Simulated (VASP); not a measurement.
```xyz
2
Lattice="0.0000 2.2020 2.2020 2.2020 0.0000 2.2020 2.2020 2.2020 0.0000" Properties=species:S:1:pos:R:3 pbc="T T T"
N      0.0000     0.0000     0.0000
Ta     2.2020     2.2020     2.2020
```

All values below come from r2SCAN meta-GGA, VASP's PBE PAW potentials (set 64) (plane waves; VASP). Numerical set-up: 520 eV cut-off, 16×16×16 Γ-centred mesh, tetrahedra with Blöchl corrections, potentials N Ta_pv.

Problem. Give the energies of bands 5 to 11 at the high-symmetry points, in eV from the Fermi level.

Solution. 
```csv
band,Γ,X,U,L,W
5,-4.12,-7.07,-8.06,-10.79,-7.83
6,-4.12,-5.58,-7.21,-7.96,-7.16
7,-4.12,-4.98,-6.54,-7.96,-7.16
8,-2.15,-4.98,-2.28,1.92,-0.19
9,-2.15,2.20,2.52,1.92,-0.19
10,-2.15,3.53,2.56,2.06,3.54
11,0.14,3.53,4.71,4.08,4.17
```

It has no gap at this level: it comes out as a metal or semimetal.

The structure was generated: TaN was put into the rocksalt type (Fm-3m), which need not be its known phase. It was relaxed first, which changed the volume by +13 %.
